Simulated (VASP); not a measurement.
A convergence study with VASP on TiAl (space group no. 123 when undisturbed): a few settings are varied, all else stays as given below, so the limit is that of these other settings. One atom is moved off its site, so that forces are finite.

```
CELL_PARAMETERS angstrom
      2.84415     0.00000     0.00000
      0.00000     2.84415     0.00000
      0.00000     0.00000     4.09035
ATOMIC_POSITIONS crystal
  Ti 0.00000 0.00000 0.01222
  Al 0.50000 0.50000 0.50000
```

Level of theory: PBE GGA, VASP's PBE PAW potentials (set 64) (plane waves; VASP 6.6.1). The last row used: 300 eV cut-off, 12×12×8 Γ-centred mesh, Gaussian smearing of 0.10 eV, potentials Ti_sv Al.

```tsv
setting	E (eV/atom)	pressure (GPa)	largest force (eV/Å)	irreducible k-points
EDIFF = 1E-01	-6.1848	4.51	0.276	140
EDIFF = 1E-02	-6.1839	-5.08	0.273	140
EDIFF = 1E-03	-6.1838	-3.13	0.273	140
EDIFF = 1E-04	-6.1838	-2.14	0.275	140
EDIFF = 1E-05	-6.1838	-2.20	0.275	140
EDIFF = 1E-06	-6.1838	-2.12	0.275	140
EDIFF = 1E-07	-6.1838	-2.11	0.275	140
EDIFF = 1E-08	-6.1838	-2.12	0.275	140
EDIFF = 1E-10	-6.1838	-2.12	0.275	140
```

Left out are rungs that failed or repeat a setting and relaxations that didn't move; long series are thinned to 24 rows.

The structure is a typed TiAl crystal (space group no. 123). The cell was not relaxed at this level, it is distorted from the ideal structure. The electron count is odd and the run is not spin-polarised, which forces a metal.
